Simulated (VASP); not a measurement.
Output of a VASP run:

OSZICAR:
```
       N       E                     dE             d eps       ncg     rms          rms(c)
DAV:   1     0.792791909924E+03    0.79279E+03   -0.85620E+04  1840   0.101E+03
DAV:   2    -0.146123299585E+03   -0.93892E+03   -0.90960E+03  1736   0.304E+02
DAV:   3    -0.214314190450E+03   -0.68191E+02   -0.64759E+02  1960   0.544E+01
DAV:   4    -0.218136610343E+03   -0.38224E+01   -0.36386E+01  1944   0.119E+01
DAV:   5    -0.218352646122E+03   -0.21604E+00   -0.20998E+00  1968   0.221E+00    0.212E+02
DAV:   6    -0.211267074364E+03    0.70856E+01   -0.17455E+02  1904   0.241E+01    0.790E+01
DAV:   7    -0.230180788203E+03   -0.18914E+02   -0.38264E+02  1832   0.269E+01    0.108E+02
DAV:   8    -0.199606838822E+03    0.30574E+02   -0.12800E+02  1928   0.168E+01    0.432E+01
DAV:   9    -0.198802439640E+03    0.80440E+00   -0.13470E+01  2024   0.724E+00    0.265E+01
DAV:  10    -0.198687170637E+03    0.11527E+00   -0.98263E-01  2032   0.239E+00    0.192E+01
DAV:  11    -0.198602298361E+03    0.84872E-01   -0.95015E-02  1952   0.741E-01    0.143E+01
DAV:  12    -0.198473426536E+03    0.12887E+00   -0.38143E-01  1896   0.153E+00    0.421E+00
DAV:  13    -0.198465513514E+03    0.79130E-02   -0.80618E-02  1920   0.746E-01    0.243E+00
DAV:  14    -0.198461837353E+03    0.36762E-02   -0.18945E-02  1872   0.350E-01    0.127E+00
DAV:  15    -0.198460629755E+03    0.12076E-02   -0.82023E-03  1968   0.221E-01    0.396E-01
DAV:  16    -0.198460568210E+03    0.61545E-04   -0.15608E-03  1976   0.870E-02    0.119E-01
DAV:  17    -0.198460568659E+03   -0.44880E-06   -0.31597E-04  1928   0.403E-02    0.949E-02
DAV:  18    -0.198460568717E+03   -0.58044E-07   -0.79456E-05  1848   0.246E-02    0.886E-02
DAV:  19    -0.198460570182E+03   -0.14650E-05   -0.26643E-05  1944   0.131E-02    0.473E-02
DAV:  20    -0.198460568082E+03    0.21002E-05   -0.99275E-06  1544   0.912E-03    0.164E-02
DAV:  21    -0.198460568277E+03   -0.19522E-06   -0.19725E-06  1104   0.433E-03
   1 F= -.19846057E+03 E0= -.19838960E+03  d E =-.141933E+00
```

### OUTCAR
```
------------------------ aborting loop because EDIFF is reached ----------------------------------------
  FORCE on cell =-STRESS in cart. coord.  units (eV):
  Direction    XX          YY          ZZ          XY          YZ          ZX
  --------------------------------------------------------------------------------------
  Total      -27.8414907    -22.6890141    -27.2857763      0.0000000      0.0000000      0.0000000
  in kB      -67.1678876    -54.7374837    -65.8272207      0.0000000      0.0000000      0.0000000
  external PRESSURE =     -62.5775307 kB  Pullay stress =       0.0000000 kB
  volume of cell :      664.11
      direct lattice vectors                 reciprocal lattice vectors
     5.377181000  0.000000000  0.000000000     0.185971051  0.000000000  0.000000000
     0.000000000  9.988805000  0.000000000     0.000000000  0.100112075  0.000000000
     0.000000000  0.000000000 12.364404000     0.000000000  0.000000000  0.080877331
 POSITION                                       TOTAL-FORCE (eV/Angst)
 -----------------------------------------------------------------------------------
      4.92908      0.00000      3.00000         0.000000      0.000000      1.024703
      4.92908      4.99440      3.00000         0.000000     -0.000000      1.024703
      1.34430      7.49160      3.00000         0.791099      0.000000      0.951492
      3.13669      2.49720      3.00000        -0.791099      0.000000      0.951492
      2.24049      0.00000      4.59111         0.000000      0.000000     -0.368901
      2.24049      4.99440      4.59111         0.000000      0.000000     -0.368901
      4.03289      7.49160      4.59111        -0.270033      0.000000     -0.201050
      0.44810      2.49720      4.59111         0.270033      0.000000     -0.201050
      4.92908      0.00000      6.18220         0.000000      0.000000      0.000000
      4.92908      4.99440      6.18220         0.000000      0.000000      0.000000
      1.34430      7.49160      6.18220         0.263717      0.000000      0.000000
      3.13669      2.49720      6.18220        -0.263717      0.000000      0.000000
      2.24049      0.00000      7.77329         0.000000      0.000000      0.368901
      2.24049      4.99440      7.77329         0.000000      0.000000      0.368901
      4.03289      7.49160      7.77329        -0.270033      0.000000      0.201050
      0.44810      2.49720      7.77329         0.270033      0.000000      0.201050
      4.92908      0.00000      9.36440         0.000000      0.000000     -1.024703
      4.92908      4.99440      9.36440         0.000000     -0.000000     -1.024703
      1.34430      7.49160      9.36440         0.791099      0.000000     -0.951492
      3.13669      2.49720      9.36440        -0.791099      0.000000     -0.951492
 -----------------------------------------------------------------------------------
    total drift:                                0.007973      0.000000      0.000000
  FREE ENERGIE OF THE ION-ELECTRON SYSTEM (eV)
  ---------------------------------------------------
  free  energy   TOTEN  =      -198.4605682770 eV

  energy  without entropy=     -198.3186352352  energy(sigma->0) =     -198.38960176
```
(Selected blocks of OUTCAR.)

**POSCAR**
```
Hf
1
    5.3771810000     0.0000000000     0.0000000000
    0.0000000000     9.9888050000     0.0000000000
    0.0000000000     0.0000000000    12.3644040000
Hf
20
Direct
  0.9166670000   0.0000000000   0.2426320000
  0.9166670000   0.5000000000   0.2426320000
  0.2500000000   0.7500000000   0.2426320000
  0.5833330000   0.2500000000   0.2426320000
  0.4166670000   0.0000000000   0.3713170000
  0.4166670000   0.5000000000   0.3713170000
  0.7500000000   0.7500000000   0.3713170000
  0.0833330000   0.2500000000   0.3713170000
  0.9166670000   0.0000000000   0.5000000000
  0.9166670000   0.5000000000   0.5000000000
  0.2500000000   0.7500000000   0.5000000000
  0.5833330000   0.2500000000   0.5000000000
  0.4166670000   0.0000000000   0.6286830000
  0.4166670000   0.5000000000   0.6286830000
  0.7500000000   0.7500000000   0.6286830000
  0.0833330000   0.2500000000   0.6286830000
  0.9166670000   0.0000000000   0.7573680000
  0.9166670000   0.5000000000   0.7573680000
  0.2500000000   0.7500000000   0.7573680000
  0.5833330000   0.2500000000   0.7573680000
```

Write an INCAR and KPOINTS that could have produced this output.

This is not unique; one that fits is the input of the run itself, LDA (Ceperley-Alder, Perdew-Zunger), plane waves, VASP's LDA PAW potentials (set 64).

### KPOINTS
```
Automatic mesh
0
gamma
 5 3 1
0 0 0
```

**INCAR**
```
SYSTEM = Hf
PREC = Accurate
ENCUT = 300
EDIFF = 1E-6
NELM = 100
ALGO = Normal
LREAL = Auto
LASPH = .TRUE.
ISMEAR = 0
SIGMA = 0.1
LMAXMIX = 6
LWAVE = .FALSE.
LCHARG = .FALSE.
ISIF = 2
```

POTCAR, in this order: Hf_pv (LDA.64 set). Program: vasp_std.

At this cut-off the stress carries a Pulay error, which pulls relaxed volumes low. The cell holds a wide vacuum, so values per volume refer to the whole cell.

The cell is a sheet with vacuum, built from a generated structure.
